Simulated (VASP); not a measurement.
Ta2SiN2:

```
CELL_PARAMETERS angstrom
3.55000 0.00000 0.00000
-1.77500 3.07439 0.00000
0.00000 0.00000 6.04000
ATOMIC_POSITIONS crystal
Ta 0.33333 0.66667 0.28000
Ta 0.66667 0.33333 0.72000
Si 0.00000 0.00000 0.00000
N 0.33333 0.66667 0.63000
N 0.66667 0.33333 0.37000
```

The cell was built by a generator and needn't be a form met in nature.

- Program: VASP 6.6.1
- Task: relaxation of cell and atoms
- Functional: PBE
- Potentials or basis: VASP PAW PBE potentials, release 64 (Ta_pv, Si, N)
- Cutoff: 520 eV
- k mesh: 5 × 5 × 3
- Occupations: gaussian, width 0.15 eV
- Spin: no spin polarisation

At the start: pressure 2.8 GPa; volume 13.18 Å³/atom.

Problem. Where does the relaxation end?

Solution. Over 7 steps the energy falls by 69.1 meV/atom and the volume is 13.58 Å³/atom (+3.0 %); space group P-3m1 (No. 164, to 0.05 Å).

Step by step:
```
step  energy change (eV)  largest force (eV/Å)  pressure (GPa)  volume (Å³)
   1              0.0000                1.0805            2.75        65.92
   2             -0.2994                0.4793           -2.07        68.00
   3             -0.3238                0.3154           -3.22        68.71
   4             -0.2971                0.4676            6.99        66.16
   5             -0.3395                0.2815            0.51        67.73
   6             -0.3452                0.0900            0.14        67.88
   7             -0.3457                0.0791            0.04        67.92
```

Final structure:
```
CELL_PARAMETERS angstrom
3.47170 0.00000 0.00000
-1.73585 3.00658 0.00000
0.00000 0.00000 6.50738
ATOMIC_POSITIONS crystal
Ta 0.33333 0.66667 0.29388
Ta 0.66667 0.33333 0.70612
Si 0.00000 0.00000 0.00000
N 0.33333 0.66667 0.62782
N 0.66667 0.33333 0.37218
```

Caveat: the k mesh is coarse (spacing up to 0.41 Å⁻¹), so the values aren't converged.
